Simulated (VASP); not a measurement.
Given:

```
CELL_PARAMETERS angstrom
      0.00000     2.28857     2.28857
      2.28857     0.00000     2.28857
      2.28857     2.28857     0.00000
ATOMIC_POSITIONS crystal
  Hf 0.00000 0.00000 0.00000
  C  0.50000 0.50000 0.50000
```

These are LDA (Ceperley-Alder, Perdew-Zunger), VASP's LDA PAW potentials (set 64) (plane waves; VASP) values and carry that method's errors. Run with 520 eV cut-off, Gaussian smearing of 0.050 eV, potentials Hf_pv C.

Q: Give the energies of bands 5 to 10 at the high-symmetry points, in eV from the Fermi level.

A: 
| band | Γ | X | U | L | W |
|---|---|---|---|---|---|
| 5 | 1.02 | -2.47 | -3.62 | -6.37 | -3.13 |
| 6 | 1.02 | -2.03 | -2.67 | -3.19 | -2.72 |
| 7 | 1.02 | -0.03 | -1.71 | -3.19 | -2.72 |
| 8 | 1.28 | -0.03 | 1.54 | 5.46 | 3.73 |
| 9 | 1.28 | 5.49 | 5.94 | 5.46 | 3.73 |
| 10 | 1.28 | 6.98 | 6.36 | 5.97 | 7.00 |

It has no gap at this level: it comes out as a metal or semimetal.

The compound is HfC in the rock salt structure. It was relaxed first.
